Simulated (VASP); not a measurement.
# Ge (Fd-3m) in VASP: a series of runs, part 2 of 2

VASP 6.6.1. Earlier steps stand in the parts before.

**3. Band structure, LDA**

INCAR reads:

```
PREC = Accurate
ENCUT = 520
EDIFF = 1E-6
ISMEAR = 0
SIGMA = 0.03
LREAL = F
LASPH = T
NELM = 80
ALGO = Fast
ISIF = 2
LWAVE = F
LCHARG = F
NBANDS = 21
```

KPOINTS reads:

```
Automatic mesh
0
Gamma
  10 10 10
```

POSCAR reads:

```
Ge                                      
1.0
   -0.0000000000      2.8370028156      2.8370028156
    2.8370028156     -0.0000000000      2.8370028156
    2.8370028156      2.8370028156     -0.0000000000
  Ge            
     2
Direct
     0.0000000000000000    0.0000000000000000    0.0000000000000000
     0.2500000000000000    0.2500000000000000    0.2500000000000000
```

KPOINTS_OPT is that of step 2.

Potentials or basis: VASP PAW LDA potentials, release 64 (Ge_d).

The run is started by

```
> cat potpaw_LDA.64/Ge_d/POTCAR > POTCAR
> mpirun -np 1 vasp_std > vasp.out
```

OUTCAR:

```text
PREC = Accurate
   ENCUT = 520
   EDIFF = 1E-6
   ISMEAR = 0
   LREAL = F
   LASPH = T
   NELM = 80
   ISIF = 2

 ion  position               nearest neighbor table
   1  0.000  0.000  0.000-   2 2.46   2 2.46   2 2.46   2 2.46
   2  0.250  0.250  0.250-   1 2.46   1 2.46   1 2.46   1 2.46

  LATTYP: Found a face centered cubic cell.
 ALAT       =     5.6740056312

  Lattice vectors:

 A1 = (   0.0000000000,   2.8370028156,   2.8370028156)
 A2 = (   2.8370028156,   0.0000000000,   2.8370028156)
 A3 = (   2.8370028156,   2.8370028156,   0.0000000000)

Analysis of symmetry for initial positions (statically):
=====================================================================
 Subroutine PRICEL returns:
 Original cell was already a primitive cell.

 Routine SETGRP: Setting up the symmetry group for a
 face centered cubic supercell.

 Subroutine GETGRP returns: Found 48 space group operations
 (whereof 24 operations were pure point group operations)
 out of a pool of 48 trial point group operations.

[... 161 lines left out ...]
  ext. energy  EPLUGINS =         0.00000000
  ---------------------------------------------------
  free energy    TOTEN  =       -10.38232384 eV

  energy without entropy =      -10.38225595  energy(sigma->0) =      -10.38228990

 E-fermi :   4.6461     XC(G=0): -10.2477

 val. band max:        4.6409982888   @ k =   0.0000   0.0000   0.0000
 cond. band min:       4.6802221372   @ k =   0.5000   0.0000   0.0000
 fundamental gap:      0.0392238484
 Fermi energy:         4.6460930642

 k-point     1 :       0.0000    0.0000    0.0000
  band No.  band energies     occupation
      1     -20.2877      2.00000
      2     -20.2877      2.00000
      3     -20.2877      2.00000
      4     -20.2517      2.00000
      5     -20.2517      2.00000
      6     -20.0457      2.00000
[... 565 lines left out ...]
     20      16.0737      0.00000
     21      16.4026      0.00000

 [... further k-points ...]

------------------------ aborting loop because EDIFF is reached ----------------------------------------

  FORCE on cell =-STRESS in cart. coord.  units (eV):
  Direction    XX          YY          ZZ          XY          YZ          ZX
  --------------------------------------------------------------------------------------
  -------------------------------------------------------------------------------------
  Total       -0.4150174     -0.4150174     -0.4150174      0.0000000      0.0000000     -0.0000000
  in kB      -14.5602091    -14.5602091    -14.5602091      0.0000000      0.0000000     -0.0000000
  external PRESSURE =     -14.5602091 kB  Pullay stress =       0.0000000 kB

 VOLUME and BASIS-vectors are now :
 -----------------------------------------------------------------------------
  energy-cutoff  :      520.00
  volume of cell :       45.67
      direct lattice vectors                 reciprocal lattice vectors
     0.000000000  2.837002816  2.837002816    -0.176242335  0.176242335  0.176242335
     2.837002816  0.000000000  2.837002816     0.176242335 -0.176242335  0.176242335
     2.837002816  2.837002816  0.000000000     0.176242335  0.176242335 -0.176242335

 POSITION                                       TOTAL-FORCE (eV/Angst)
 -----------------------------------------------------------------------------------
      0.00000      0.00000      0.00000         0.000000      0.000000      0.000000
      1.41850      1.41850      1.41850        -0.000000     -0.000000     -0.000000
 -----------------------------------------------------------------------------------
    total drift:                                0.000000     -0.000000      0.000000

  FREE ENERGIE OF THE ION-ELECTRON SYSTEM (eV)
  ---------------------------------------------------
  free  energy   TOTEN  =       -10.3823238448 eV

  energy  without entropy=      -10.3822559531  energy(sigma->0) =      -10.38228990
```

OSZICAR:

```text
N       E                     dE             d eps       ncg     rms          rms(c)
DAV:   1     0.189117022733E+03    0.18912E+03   -0.14541E+04  2209   0.357E+03
DAV:   2     0.173041971835E+02   -0.17181E+03   -0.16655E+03  1979   0.617E+02
[... 44 lines left out ...]
DAV:  10    -0.194464560398E+05   -0.28905E-06     1377
       N       E                     dE             ncg
DAV:   1     0.231872367092E+05   -0.21138E+05      855
DAV:   2     0.200767484021E+05   -0.31105E+04      766
DAV:   3     0.195902507372E+05   -0.48650E+03      841
DAV:   4     0.195740198399E+05   -0.16231E+02      926
DAV:   5     0.195737600069E+05   -0.25983E+00      846
DAV:   6     0.195737528057E+05   -0.72012E-02      901
DAV:   7     0.195737524912E+05   -0.31456E-03      901
DAV:   8     0.195737524770E+05   -0.14196E-04      879
DAV:   9     0.195737524764E+05   -0.61944E-06      573
```

stdout:

```text
POSCAR found type information on POSCAR Ge
 POSCAR found :  1 types and       2 ions
 scaLAPACK will be used
 LDA part: xc-table for (Slater(with rela. corr.)+CA(PZ))
 , standard interpolation
 POSCAR, INCAR and KPOINTS ok, starting setup
 FFT: planning ... GRIDC
 FFT: planning ... GRID_SOFT
 FFT: planning ... GRID
 WAVECAR not read
 entering main loop
 Start KPOINTS_OPT (optional k-point list driver)
k-point batch [1-47\159]
k-point batch [48-94\159]
k-point batch [95-141\159]
k-point batch [142-159\159]
```

It took 68 s on 1 thread of AMD EPYC 9R45 (Zen 5), shared host; peak memory 0.16 GiB.

What came out:

```yaml
Free_energy: -10.3823 eV
Pressure: -1.5 GPa
Band_gap_along_the_path: none (metal or under the smearing width)
```

Levels at the corners of the path, in eV from the Fermi level:
```csv
point,band 10,band 11,band 12,band 13,band 14,band 15,band 16,band 17,band 18,band 19
Γ,-24.68,-12.74,-0.23,-0.01,-0.01,-0.01,2.52,2.52,2.52,6.18
X,-24.64,-8.90,-8.90,-3.05,-3.05,0.67,0.67,9.33,9.33,11.34
X,-24.64,-8.90,-8.90,-3.05,-3.05,0.67,0.67,9.33,9.33,11.34
W,-24.63,-8.80,-8.80,-3.88,-3.88,4.21,4.21,4.64,4.64,10.87
W,-24.63,-8.80,-8.80,-3.88,-3.88,4.21,4.21,4.64,4.64,10.87
K,-24.62,-9.37,-8.31,-4.31,-2.61,1.07,3.99,7.05,7.28,8.05
K,-24.62,-9.37,-8.31,-4.31,-2.61,1.07,3.99,7.05,7.28,8.05
Γ,-24.68,-12.74,-0.23,-0.01,-0.01,-0.01,2.52,2.52,2.52,6.18
Γ,-24.68,-12.74,-0.23,-0.01,-0.01,-0.01,2.52,2.52,2.52,6.18
L,-24.65,-10.68,-7.60,-1.40,-1.40,0.03,3.71,3.71,6.96,10.33
L,-24.65,-10.68,-7.60,-1.40,-1.40,0.03,3.71,3.71,6.96,10.33
U,-24.62,-9.37,-8.31,-4.31,-2.61,1.07,3.99,7.05,7.28,8.05
U,-24.62,-9.37,-8.31,-4.31,-2.61,1.07,3.99,7.05,7.28,8.05
W,-24.63,-8.80,-8.80,-3.88,-3.88,4.21,4.21,4.64,4.64,10.87
W,-24.63,-8.80,-8.80,-3.88,-3.88,4.21,4.21,4.64,4.64,10.87
L,-24.65,-10.68,-7.60,-1.40,-1.40,0.03,3.71,3.71,6.96,10.33
L,-24.65,-10.68,-7.60,-1.40,-1.40,0.03,3.71,3.71,6.96,10.33
K,-24.62,-9.37,-8.31,-4.31,-2.61,1.07,3.99,7.05,7.28,8.05
U,-24.62,-9.37,-8.31,-4.31,-2.61,1.07,3.99,7.05,7.28,8.05
X,-24.64,-8.90,-8.90,-3.05,-3.05,0.67,0.67,9.33,9.33,11.34
```

Caveat: this crystal is a semiconductor, whose small gap the functional closes, so the metal is an error of the method.

**4. How close it comes**

Step 3. A measured gap of Ge is 0.807 eV (direct; 300 K; “Electronic and optical properties of SixGe1-x-ySny alloys lattice-matched to Ge”, 2021, arxiv:2109.02782); the calculated 0.00 eV misses it by -0.81 eV. 3 values of this kind are on record (0.666 to 0.807 eV); this one was drawn at random among those near their median. Spin-orbit coupling on Ge is left out. The value is that of LDA, without temperature or zero-point motion. Semilocal functionals fall short of measured gaps as a rule.
